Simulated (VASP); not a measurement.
**TaV: relaxation of cell and atoms with LDA**

TaV:

```
Ta V
1.0
     1.60670   -2.30777    0.00000
     1.60670    2.30777    0.00000
     0.00000    0.00000    4.34136
Ta V
1 1
Direct
  0.00000 0.00000 0.00000
  0.50000 0.50000 0.50000
```

The cell comes from a database or a generator and needn't be the stable form of this composition.

```json
{
 "Program": "VASP 6.6.1",
 "Task": "relaxation of cell and atoms",
 "Functional": "LDA",
 "Potentials or basis": "VASP PAW LDA potentials, release 64 (Ta_pv, V_sv)",
 "Cutoff": "600 eV",
 "k mesh": "7 × 7 × 5",
 "Occupations": "fermi-dirac, width 0.05 eV",
 "Spin": "collinear spin, ferromagnetic start",
 "Starting moments": "[0.0, 2.0] μB",
 "Target pressure": "10 GPa",
 "Further INCAR settings": "ALGO = Normal; EDIFF = 1e-07; IBRION = 2; EDIFFG = -0.005; NSW = 60; ISIF = 3"
}
```

```json
{"Relaxed volume": "14.42 Å³/atom", "Relaxed cell": "a = 2.717 Å, b = 2.717 Å, c = 4.171 Å, α = 90.00°, β = 90.00°, γ = 110.58°", "Space group after relaxing (to 0.05 Å)": "Cmmm (No. 65)", "Energy change on relaxing (the enthalpy is what falls)": "-21.5 meV/atom", "Ionic steps": "10", "Pressure after relaxing": "10.0 GPa", "Band gap on the k mesh": "none (metal or under the smearing width)", "Net moment": "0.00 μB per cell", "Valence electrons inside the program's atomic spheres": "Ta 9.25; V 11.76"}
```

Step by step:
```csv
step,energy change (eV),largest force (eV/Å),pressure (GPa),volume (Å³)
1,0.0000,0.0000,-12.04,32.19
2,1.6296,0.0000,94.76,22.94
3,-0.0566,0.0000,7.91,29.08
4,-0.0457,0.0000,9.59,28.88
5,-0.0417,0.0000,10.14,28.82
6,-0.0419,0.0000,10.13,28.82
7,-0.0418,0.0000,10.13,28.81
8,-0.0449,0.0000,9.71,28.86
9,-0.0433,0.0000,9.93,28.84
10,-0.0429,0.0000,9.98,28.83
```

Final structure:
```cif
data_structure
_symmetry_space_group_name_H-M 'P 1'
_symmetry_Int_Tables_number 1
_cell_length_a 2.7172
_cell_length_b 2.7172
_cell_length_c 4.1710
_cell_angle_alpha 90.000
_cell_angle_beta 90.000
_cell_angle_gamma 110.576
_cell_volume 28.83
loop_
_atom_site_label
_atom_site_type_symbol
_atom_site_fract_x
_atom_site_fract_y
_atom_site_fract_z
_atom_site_occupancy
Ta1 Ta 0.00000 0.00000 0.00000 1
V1 V 0.50000 0.50000 0.50000 1
```

Levels at points of the mesh, in eV from the Fermi level:
Spin up:
| k point | band 9 | band 10 | band 11 | band 12 | band 13 | band 14 | band 15 | band 16 |
| --- | --- | --- | --- | --- | --- | --- | --- | --- |
| (0.00, 0.00, 0.00) | -4.13 | -1.59 | -0.02 | 0.46 | 0.95 | 2.21 | 2.50 | 2.91 |
Spin down:
| k point | band 8 | band 9 | band 10 | band 11 | band 12 | band 13 | band 14 | band 15 | band 16 | band 17 |
| --- | --- | --- | --- | --- | --- | --- | --- | --- | --- | --- |
| (0.00, 0.00, 0.00) | -7.55 | -4.13 | -1.59 | -0.02 | 0.46 | 0.95 | 2.21 | 2.50 | 2.91 | 4.49 |

Run time: 3.2 min on 1 thread of AMD EPYC 9R45 96-Core Processor (Zen 5), with other jobs on the host, peak memory 0.17 GiB.

Caveat: the cell is relaxed towards a set pressure, so the enthalpy falls and the energy may rise. The run has no spin-orbit coupling, so splittings on Ta are missing.
